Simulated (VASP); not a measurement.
**Li2ZnCl4 (Fd-3m): formation energy of the defect Li_Zn**

Aim: the formation energy and local structure of the defect Li_Zn in Li2ZnCl4 (Fd-3m). The start is a computed cell from the Materials Project.

Calculated with VASP 6.6.1; PBEsol; plane waves and PAW (Li, Zn, Cl), in the first sound run; inputs show where later runs differ.

### Step 1. The host crystal

It takes space group Fd-3m (No. 227, cubic). Conventional cell: a = 10.285 Å, b = 10.285 Å, c = 10.285 Å, α = 90.00°, β = 90.00°, γ = 90.00°. Nearest to Li lie 6 Cl at 2.54 Å. Nearest to Zn lie 4 Cl at 2.29 Å. Nearest to Cl lie 1 Zn at 2.29 Å and 3 Li at 2.54 Å. Farther neighbours and most contacts between anions are not listed.

As a file:

```cif
data_structure
_symmetry_space_group_name_H-M 'P 1'
_symmetry_Int_Tables_number 1
_cell_length_a 7.2725
_cell_length_b 7.2725
_cell_length_c 7.2725
_cell_angle_alpha 60.000
_cell_angle_beta 60.000
_cell_angle_gamma 60.000
_cell_volume 271.98
loop_
_atom_site_label
_atom_site_type_symbol
_atom_site_fract_x
_atom_site_fract_y
_atom_site_fract_z
_atom_site_occupancy
Li1 Li 0.62500 0.62500 0.12500 1
Li2 Li 0.62500 0.12500 0.62500 1
Li3 Li 0.62500 0.62500 0.62500 1
Li4 Li 0.12500 0.62500 0.62500 1
Zn5 Zn 0.00000 0.00000 0.00000 1
Zn6 Zn 0.25000 0.25000 0.25000 1
Cl7 Cl 0.86517 0.37828 0.37828 1
Cl8 Cl 0.87172 0.87172 0.87172 1
Cl9 Cl 0.37828 0.37828 0.37828 1
Cl10 Cl 0.38483 0.87172 0.87172 1
Cl11 Cl 0.87172 0.38483 0.87172 1
Cl12 Cl 0.87172 0.87172 0.38483 1
Cl13 Cl 0.37828 0.86517 0.37828 1
Cl14 Cl 0.37828 0.37828 0.86517 1
```

### Step 2. The host at zero pressure

The later steps need the crystal at this functional's own lattice; a raised cutoff keeps the stress reliable while the cell changes.

File INCAR:

```
SYSTEM = Li2ZnCl4
PREC = Accurate
ENCUT = 360
EDIFF = 1E-06
NELM = 120
ISMEAR = 0
SIGMA = 0.05
LREAL = Auto
ALGO = Normal
GGA = PS
NBANDS = 56
LORBIT = 11
LWAVE = .FALSE.
LCHARG = .FALSE.
KPAR = 2
NCORE = 2
IBRION = 2
NSW = 40
ISIF = 3
EDIFFG = -0.02
POTIM = 0.4
```

File POSCAR:

```
Li2ZnCl4
1.0
    0.0000000000      5.1424602000      5.1424602000
    5.1424602000      0.0000000000      5.1424602000
    5.1424602000      5.1424602000      0.0000000000
Li Zn Cl
4 2 8
Direct
    0.6250000000      0.6250000000      0.1250000000
    0.6250000000      0.1250000000      0.6250000000
    0.6250000000      0.6250000000      0.6250000000
    0.1250000000      0.6250000000      0.6250000000
    0.0000000000      0.0000000000      0.0000000000
    0.2500000000      0.2500000000      0.2500000000
    0.8651734600      0.3782755100      0.3782755100
    0.8717244900      0.8717244900      0.8717244900
    0.3782755100      0.3782755100      0.3782755100
    0.3848265400      0.8717244900      0.8717244900
    0.8717244900      0.3848265400      0.8717244900
    0.8717244900      0.8717244900      0.3848265400
    0.3782755100      0.8651734600      0.3782755100
    0.3782755100      0.3782755100      0.8651734600
```

File KPOINTS:

```
Automatic mesh
0
Gamma
3 3 3
0 0 0
```

PAW data sets: Li, Zn and Cl (PBE family, release 64).

The run is started by

```sh
mpirun -np 4 vasp_std
```

The log of the run:

```text
[banner, memory and clock lines left out]
running    4 mpi-ranks, on    1 nodes
 distrk:  each k-point on    2 cores,    2 groups
 distr:  one band on    2 cores,    1 groups

 POSCAR found type information on POSCAR LiZnCl
 POSCAR found :  3 types and      14 ions
|                                                                             |
|               ----> ADVICE to this user running VASP <----                  |
|                                                                             |
|     You enforced a specific xc type in the INCAR file but a different       |
|     [... a line on the potential file left out ...]
|     I HOPE YOU KNOW WHAT YOU ARE DOING!                                     |
|                                                                             |

 LDA part: xc-table for (Slater+PW92), standard interpolation
 POSCAR, INCAR and KPOINTS ok, starting setup
 FFT: planning ... GRIDC
 FFT: planning ... GRID_SOFT
 FFT: planning ... GRID
 WAVECAR not read
 entering main loop
       N       E                     dE             d eps       ncg     rms          rms(c)
DAV:   1     0.589497853878E+03    0.58950E+03   -0.29591E+04   448   0.110E+03
DAV:   2     0.269714149933E+02   -0.56253E+03   -0.53704E+03   512   0.277E+02
DAV:   3    -0.484527057743E+02   -0.75424E+02   -0.74949E+02   496   0.115E+02
DAV:   4    -0.506065272611E+02   -0.21538E+01   -0.21464E+01   560   0.234E+01
DAV:   5    -0.506550547850E+02   -0.48528E-01   -0.48496E-01   544   0.350E+00    0.987E+00
DAV:   6    -0.483932659587E+02    0.22618E+01   -0.35776E+00   704   0.632E+01    0.817E+00
DAV:   7    -0.483703190097E+02    0.22947E-01   -0.46797E+00   528   0.859E+00    0.494E+00
DAV:   8    -0.483462297116E+02    0.24089E-01   -0.42412E-01   584   0.569E+00    0.195E+00
DAV:   9    -0.483437298133E+02    0.24999E-02   -0.56086E-02   656   0.335E+00    0.392E-01
DAV:  10    -0.483460996404E+02   -0.23698E-02   -0.14437E-02   544   0.729E-01    0.136E-01
DAV:  11    -0.483466261997E+02   -0.52656E-03   -0.12287E-03   512   0.151E-01    0.782E-02
DAV:  12    -0.483468867317E+02   -0.26053E-03   -0.34534E-04   568   0.151E-01    0.361E-02
DAV:  13    -0.483468771782E+02    0.95535E-05   -0.17571E-04   632   0.144E-01    0.144E-02
DAV:  14    -0.483468784510E+02   -0.12728E-05   -0.26425E-05   576   0.410E-02    0.552E-03
DAV:  15    -0.483468796276E+02   -0.11766E-05   -0.49475E-06   496   0.101E-02    0.225E-03
DAV:  16    -0.483468796718E+02   -0.44191E-07   -0.14686E-07   304   0.251E-03
   1 F= -.48346880E+02 E0= -.48346880E+02  d E =-.483469E+02
 curvature:   0.00 expect dE= 0.000E+00 dE for cont linesearch  0.000E+00
 trial: gam= 0.00000 g(F)=  0.308E-03 g(S)=  0.752E-02 ort = 0.000E+00 (trialstep = 0.100E+01)
 search vector abs. value=  0.782E-02
 bond charge predicted
       N       E                     dE             d eps       ncg     rms          rms(c)
DAV:   1    -0.483931988442E+02   -0.46319E-01   -0.69309E-01   592   0.690E+00    0.137E+00
DAV:   2    -0.483572140227E+02    0.35985E-01   -0.12222E-01   584   0.445E+00    0.520E-01
DAV:   3    -0.483527886138E+02    0.44254E-02   -0.18218E-02   480   0.485E-01    0.262E-01
DAV:   4    -0.483523653801E+02    0.42323E-03   -0.78060E-04   592   0.334E-01    0.162E-01
DAV:   5    -0.483521862562E+02    0.17912E-03   -0.15132E-04   624   0.122E-01    0.370E-02
DAV:   6    -0.483521893924E+02   -0.31362E-05   -0.72259E-05   608   0.406E-02    0.184E-02
DAV:   7    -0.483521889362E+02    0.45617E-06   -0.16017E-06   400   0.184E-02
   2 F= -.48352189E+02 E0= -.48352189E+02  d E =-.530926E-02
[...]
3 F= -.48352924E+02 E0= -.48352924E+02  d E =-.604405E-02
[...]
4 F= -.48352946E+02 E0= -.48352946E+02  d E =-.606607E-02
[...]
5 F= -.48352937E+02 E0= -.48352937E+02  d E =-.605708E-02
[...]
6 F= -.48353327E+02 E0= -.48353327E+02  d E =-.389954E-03
 trial-energy change:   -0.000390  1 .order   -0.000364   -0.000447   -0.000281
 step:   1.8531(harm=  3.0087)  dis= 0.00143  next Energy=   -48.353426 (dE=-0.490E-03)
 bond charge predicted
       N       E                     dE             d eps       ncg     rms          rms(c)
DAV:   1    -0.483536773641E+02   -0.35104E-03   -0.18271E-02   528   0.671E-01    0.122E-01
DAV:   2    -0.483535122593E+02    0.16510E-03   -0.15481E-03   624   0.375E-01    0.370E-02
DAV:   3    -0.483534929681E+02    0.19291E-04   -0.16292E-04   544   0.471E-02    0.202E-02
DAV:   4    -0.483534903337E+02    0.26344E-05   -0.18242E-05   608   0.258E-02    0.106E-02
DAV:   5    -0.483534908097E+02   -0.47603E-06   -0.13538E-06   304   0.210E-02
   7 F= -.48353491E+02 E0= -.48353491E+02  d E =-.554060E-03
 curvature:  -1.08 expect dE=-0.110E-03 dE for cont linesearch -0.592E-04
 trial: gam=-0.23726 g(F)=  0.928E-04 g(S)=  0.874E-05 ort = 0.158E-03 (trialstep = 0.127E+01)
 search vector abs. value=  0.521E-04
 reached required accuracy - stopping structural energy minimisation
```

The job ended after 68 s (4 MPI ranks of Intel Xeon 6975P-C (Granite Rapids), shared host; peak memory 0.93 GiB; 4.5 min of CPU time).

Lines that name or quote the potential files are left out of all logs, and their timing lines are given in words.

OUTCAR, selected parts (step 2):

```text
ion  position               nearest neighbor table
   1  0.625  0.625  0.125-   7 2.54  10 2.54  11 2.54  13 2.54   9 2.54   8 2.54
   2  0.625  0.125  0.625-   7 2.54  10 2.54  12 2.54  14 2.54   9 2.54   8 2.54
   3  0.625  0.625  0.625-   7 2.54  10 2.54  11 2.54  12 2.54  13 2.54  14 2.54
   4  0.125  0.625  0.625-  11 2.54  12 2.54  13 2.54  14 2.54   8 2.54   9 2.54
   5  0.000  0.000  0.000-   8 2.29  10 2.29  11 2.29  12 2.29
   6  0.250  0.250  0.250-   9 2.29   7 2.29  13 2.29  14 2.29
   7  0.865  0.378  0.378-   6 2.29   2 2.54   1 2.54   3 2.54
   8  0.872  0.872  0.872-   5 2.29   2 2.54   4 2.54   1 2.54
   9  0.378  0.378  0.378-   6 2.29   2 2.54   4 2.54   1 2.54
  10  0.385  0.872  0.872-   5 2.29   2 2.54   1 2.54   3 2.54
  11  0.872  0.385  0.872-   5 2.29   4 2.54   1 2.54   3 2.54
  12  0.872  0.872  0.385-   5 2.29   4 2.54   2 2.54   3 2.54
  13  0.378  0.865  0.378-   6 2.29   4 2.54   1 2.54   3 2.54
  14  0.378  0.378  0.865-   6 2.29   4 2.54   2 2.54   3 2.54

  LATTYP: Found a face centered cubic cell.
 ALAT       =    10.2849204000

 Subroutine GETGRP returns: Found 48 space group operations
 (whereof 24 operations were pure point group operations)

The static configuration has the point symmetry T_d .
 The point group associated with its full space group is O_h .

 Found      4 irreducible k-points:

   k-points           NKPTS =      4   k-points in BZ     NKDIM =      4   number of bands    NBANDS=     56

   dimension x,y,z NGX =    48 NGY =   48 NGZ =   48
   dimension x,y,z NGXF=    96 NGYF=   96 NGZF=   96

   ENCUT  =  360.0 eV  26.46 Ry    5.14 a.u.  11.25 11.25 11.25*2*pi/ulx,y,z

   NELECT =      84.0000    total number of electrons

 k-points in reciprocal lattice and weights: Automatic mesh
   0.00000000  0.00000000  0.00000000       0.037
   0.33333333  0.00000000  0.00000000       0.296
   0.33333333  0.33333333  0.00000000       0.222
  -0.33333333  0.33333333  0.00000000       0.444

 average (electrostatic) potential at core
       1 -27.2514       2 -27.2514       3 -27.2514       4 -27.2514       5 -36.7617
       6 -36.7617       7 -93.4667       8 -93.4667       9 -93.4667      10 -93.4667
      11 -93.4667      12 -93.4667      13 -93.4667      14 -93.4667

 E-fermi :   0.4075

 k-point     1 :       0.0000    0.0000    0.0000
  band No.  band energies     occupation
    ...
     38      -0.0293      2.00000
     39      -0.0293      2.00000
     40       0.1906      2.00000
     41       0.1906      2.00000
     42       0.1906      2.00000
     43       4.3922      0.00000
     44       4.5168      0.00000
     45       6.8106      0.00000
     46       6.8106      0.00000
     47       6.8106      0.00000
    ...

 k-point     2 :       0.3333    0.0000    0.0000
  band No.  band energies     occupation
    ...
     38      -0.2678      2.00000
     39      -0.0781      2.00000
     40      -0.0781      2.00000
     41       0.1147      2.00000
     42       0.1147      2.00000
     43       5.1516      0.00000
     44       5.2833      0.00000
     45       7.1836      0.00000
     46       7.1836      0.00000
     47       7.2806      0.00000
    ...

 k-point     3 :       0.3333    0.3333    0.0000
  band No.  band energies     occupation
    ...
     38      -0.3283      2.00000
     39      -0.1249      2.00000
     40      -0.1249      2.00000
     41      -0.0663      2.00000
     42      -0.0307      2.00000
     43       5.5805      0.00000
     44       5.6906      0.00000
     45       7.2001      0.00000
     46       7.6332      0.00000
     47       7.6333      0.00000
    ...

  Total        0.0325131      0.0325131      0.0325131      0.0000000      0.0000000      0.0000000
  in kB        0.1942513      0.1942513      0.1942513      0.0000000      0.0000000      0.0000000
  external PRESSURE =       0.1942513 kB  Pullay stress =       0.0000000 kB

  energy-cutoff  :      360.00
  volume of cell :      268.17
      direct lattice vectors                 reciprocal lattice vectors
     0.000000000  5.118290285  5.118290285    -0.097688871  0.097688871  0.097688871
     5.118290285  0.000000000  5.118290285     0.097688871 -0.097688871  0.097688871
     5.118290285  5.118290285  0.000000000     0.097688871  0.097688871 -0.097688871

 POSITION                                       TOTAL-FORCE (eV/Angst)
 -----------------------------------------------------------------------------------
      3.83872      3.83872      6.39786        -0.000000     -0.000000      0.000000
      3.83872      6.39786      3.83872         0.000000      0.000000      0.000000
      6.39786      6.39786      6.39786         0.000000     -0.000000      0.000000
      6.39786      3.83872      3.83872        -0.000000     -0.000000      0.000000
      0.00000      0.00000      0.00000        -0.000000     -0.000000      0.000000
      2.55915      2.55915      2.55915         0.000000      0.000000      0.000000
      3.87256      6.36402      6.36402         0.010012     -0.010012     -0.010012
      8.92316      8.92316      8.92316        -0.010012     -0.010012     -0.010012
      3.87256      3.87256      3.87256         0.010012      0.010012      0.010012
      8.92316      6.43171      6.43171        -0.010012      0.010012      0.010012
      6.43171      8.92316      6.43171         0.010012     -0.010012      0.010012
      6.43171      6.43171      8.92316         0.010012      0.010012     -0.010012
      6.36402      3.87256      6.36402        -0.010012      0.010012     -0.010012
      6.36402      6.36402      3.87256        -0.010012     -0.010012      0.010012
 -----------------------------------------------------------------------------------
    total drift:                                0.000000     -0.000000     -0.000000

  FREE ENERGIE OF THE ION-ELECTRON SYSTEM (eV)
  ---------------------------------------------------
  free  energy   TOTEN  =       -48.3534908097 eV

  energy  without entropy=      -48.3534908097  energy(sigma->0) =      -48.35349081

 reached required accuracy - stopping structural energy minimisation

 total charge
# of ion       s       p       d       tot
------------------------------------------
    1        0.065   0.124   0.000   0.189
    2        0.065   0.124   0.000   0.189
    3        0.065   0.124   0.000   0.189
    4        0.065   0.124   0.000   0.189
    5        0.466   0.439   9.841  10.746
    6        0.466   0.439   9.841  10.746
    7        1.580   3.541   0.000   5.121
    8        1.580   3.541   0.000   5.121
    9        1.580   3.541   0.000   5.121
   10        1.580   3.541   0.000   5.121
   11        1.580   3.541   0.000   5.121
   12        1.580   3.541   0.000   5.121
   13        1.580   3.541   0.000   5.121
   14        1.580   3.541   0.000   5.121
--------------------------------------------------
tot         13.835  29.701  19.682  63.219

[... 1 further part left out ...]
```

CONTCAR:

```
Li2ZnCl4
   1.00000000000000
     0.0000000000000000    5.1182902853626979    5.1182902853626979
     5.1182902853626979    0.0000000000000000    5.1182902853626979
     5.1182902853626979    5.1182902853626979    0.0000000000000000
  Li              Zn              Cl
     4     2     8
Direct
     0.6250000000000000    0.6250000000000000    0.1250000000000000
     0.6250000000000000    0.1250000000000000    0.6250000000000000
     0.6250000000000000    0.6250000000000000    0.6250000000000000
     0.1250000000000000    0.6250000000000000    0.6250000000000000
     0.0000000000000000    0.0000000000000000    0.0000000000000000
     0.2500000000000000    0.2500000000000000    0.2500000000000000
     0.8650806190907150    0.3783064569697637    0.3783064569697637
     0.8716935430302363    0.8716935430302363    0.8716935430302363
     0.3783064569697637    0.3783064569697637    0.3783064569697637
     0.3849193809092850    0.8716935430302363    0.8716935430302363
     0.8716935430302363    0.3849193809092850    0.8716935430302363
     0.8716935430302363    0.8716935430302363    0.3849193809092850
     0.3783064569697637    0.8650806190907150    0.3783064569697637
     0.3783064569697637    0.3783064569697637    0.8650806190907150
```

The gap is read on the k-mesh alone, so it is an upper bound where the band edges lie off the mesh. The PAW data sets were made with PBE, which is usual practice but a small mismatch for other functionals. The run keeps the 48 symmetry operations of its start, so it cannot find a distortion of lower symmetry.

The steps of the relaxation:

```csv
step,energy less that of the first step (eV),largest force (eV/Å),pressure (GPa),volume (Å³)
1,0.0000,0.0316,-0.56,271.98
2,-0.0053,0.0128,-0.21,269.84
3,-0.0060,0.0326,-0.06,268.89
4,-0.0061,0.0361,-0.04,268.70
5,-0.0061,0.0386,0.01,268.59
6,-0.0064,0.0254,0.01,268.33
7,-0.0066,0.0173,0.02,268.17
```

```
conventional cell, symmetrised  before   after  change
                         a (Å)  10.285  10.237  -0.5 %
                         b (Å)  10.285  10.237  -0.5 %
                         c (Å)  10.285  10.237  -0.5 %
              volume (Å³/atom)   19.43   19.15  -1.4 %
```

Final coordinates:

```cif
data_structure
_symmetry_space_group_name_H-M 'P 1'
_symmetry_Int_Tables_number 1
_cell_length_a 7.2384
_cell_length_b 7.2384
_cell_length_c 7.2384
_cell_angle_alpha 60.000
_cell_angle_beta 60.000
_cell_angle_gamma 60.000
_cell_volume 268.17
loop_
_atom_site_label
_atom_site_type_symbol
_atom_site_fract_x
_atom_site_fract_y
_atom_site_fract_z
_atom_site_occupancy
Li1 Li 0.62500 0.62500 0.12500 1
Li2 Li 0.62500 0.12500 0.62500 1
Li3 Li 0.62500 0.62500 0.62500 1
Li4 Li 0.12500 0.62500 0.62500 1
Zn5 Zn 0.00000 0.00000 0.00000 1
Zn6 Zn 0.25000 0.25000 0.25000 1
Cl7 Cl 0.86508 0.37831 0.37831 1
Cl8 Cl 0.87169 0.87169 0.87169 1
Cl9 Cl 0.37831 0.37831 0.37831 1
Cl10 Cl 0.38492 0.87169 0.87169 1
Cl11 Cl 0.87169 0.38492 0.87169 1
Cl12 Cl 0.87169 0.87169 0.38492 1
Cl13 Cl 0.37831 0.86508 0.37831 1
Cl14 Cl 0.37831 0.37831 0.86508 1
```

A gap read on the k-mesh alone can miss the band edges.

This step gave:

```yaml
electronic_cycles: 50
electrons: 84
free_energy_toten: -48.35 eV
fermi_energy: 0.4075 eV
labelled_metallic_from_the_levels_on_this_mesh: no
gap_on_the_k_mesh: 4.202 eV
least_direct_gap_on_the_k_mesh: 4.202 eV
```

The run ended after 7 ionic steps, 0.007 eV below its first step, once forces and stress met EDIFFG = -0.02.

[end of part 1 of 6]

[Lines on the potential files, build, host, timing and source positions are cut from VASP's logs without a mark.]

[Logs are printed without paths, hosts, clocks, repeated set-up lines and the standing remarks that a program may print on its own settings, such as how far it seeks lower states.]

[Hosts, paths, dates, database ids (printed as entryN), source tags and the programs' standing remarks are cut or masked in the printed files.]

[In band tables of VASP the shares of atoms and orbitals are scaled to a sum of 1 inside the atoms' spheres.]

[Runs that stopped without an error message from VASP are left out.]
